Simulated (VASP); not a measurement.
Data:

```
CELL_PARAMETERS angstrom
      6.04633     0.00000     0.00000
      0.00000     6.04633     0.00000
      0.00000     0.00000     6.04633
ATOMIC_POSITIONS crystal
  Cs 0.00000 0.00000 0.00000
  Pb 0.50000 0.50000 0.50000
  Br 0.50000 0.00000 0.50000
  Br 0.00000 0.50000 0.50000
  Br 0.50000 0.50000 0.00000
```

Calculation: PBE GGA with D3 dispersion (Becke-Johnson damping), VASP's PBE PAW potentials (set 64) (plane waves; VASP). Numerical set-up: 520 eV cut-off, 4×4×4 Γ-centred mesh, Gaussian smearing of 0.050 eV, potentials Cs_sv Pb_d Br.

Unless said otherwise, spin-orbit coupling is left out, though it shifts the bands of the heavy elements here.

Q: What does the run give for the energy per atom (σ→0), pressure, band gap (on the k-mesh) with the smallest direct gap where there is one?

A: 
```
Property                                     Result
-----------------------------------  --------------
band gap (on the k-mesh)                    1.85 eV
smallest direct gap (on the k-mesh)         1.85 eV
energy per atom (σ→0)                -3.375 eV/atom
pressure                                  -1.06 GPa
```

The absolute energy has meaning only against runs of the same code, potentials and settings.

The compound is CsPbBr3 in the cubic perovskite structure, the ideal cubic form; the compound distorts at low or room temperature. This cell is one point of a volume scan, at 1.06 of the reference volume.
